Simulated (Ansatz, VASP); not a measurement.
BPd4: VASP beside Ansatz

```
Pd B
1.0
     2.89203    0.00000    0.00000
     0.00000    4.36501    0.00000
     0.00000    0.00000    5.85632
Pd B
4 1
Cartesian
  1.4460 0.0000 1.1571
  0.0000 0.0000 3.6278
  0.0000 2.1825 1.9277
  1.4460 2.1825 5.0807
  1.4460 0.0000 5.0553
```

The cell comes from a database or a generator and needn't be the stable form of this composition.

Alike in both runs: task band structure; functional BLYP; k mesh 7 × 5 × 4; occupations fermi-dirac, width 0.05 eV; no spin polarisation.

|  | VASP | Ansatz |
| --- | --- | --- |
| version | VASP 6.6.1 | Ansatz 0.2.0 |
| potentials or method | VASP PAW PBE potentials, release 64 (Pd, B) | Ansatz PAW |
| plane-wave cutoff (eV) | 520 | 420 |
| valence electrons in the cell | 43 | 75 |

```csv
,VASP,Ansatz,Ansatz less VASP
gap on the k mesh at the Fermi level (eV),none,none,-
pressure (GPa),7.8,7.2,-0.59
largest component of the traceless stress (GPa),0.50,0.73,+0.228
rms of the force components (eV/Å),0.066,0.088,+0.0215
```

Atom by atom the forces differ by 0.027 eV/Å (rms over components). A gap of «none» marks a metal or a gap that the smearing closes. With one functional, cell and mesh, what is left measures potentials, basis and numerics. The two sets of potentials don't hold the same shells in valence.

Caveats: the PAW data sets were made with another functional, which shifts forces and pressure a little (VASP); the PAW data sets come from PBE, with cores solved anew for the run's functional, which leaves a small shift of forces and pressure (Ansatz).
